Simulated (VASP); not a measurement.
Consider the following.

```xyz
4
Lattice="2.9136 0.0000 0.0000 -1.4568 2.5233 0.0000 0.0000 0.0000 5.7331" Properties=species:S:1:pos:R:3 pbc="T T T"
W     -1.4568     2.5233     0.0000
W      0.0000     0.0000     2.8666
C      0.0000     1.6822     1.4333
C      1.4568     0.8411     4.2999
```

Level of theory: r2SCAN meta-GGA, VASP's PBE PAW potentials (set 64) (plane waves; VASP 6.6.1). Run with 520 eV cut-off, 13×13×6 Γ-centred mesh, tetrahedra with Blöchl corrections, potentials W_sv C.

Unless said otherwise, spin-orbit coupling is left out, though it shifts the bands of the heavy elements here.

**Question.** Predict the energy per atom (σ→0), band gap (over mesh and band path) with the smallest direct gap where there is one.

**Answer.** 
```
Property                                                               Value
----------------------------------  ----------------------------------------
band gap (over mesh and band path)  none (metal, semimetal or under 0.01 eV)
energy per atom (σ→0)                                        -30.569 eV/atom
```

Only differences to runs with the same potentials and settings are physical.

The structure was generated: WC was put into the NiAs type type (P6_3/mmc), which need not be its known phase. It was relaxed first, which changed the volume by -36 %.
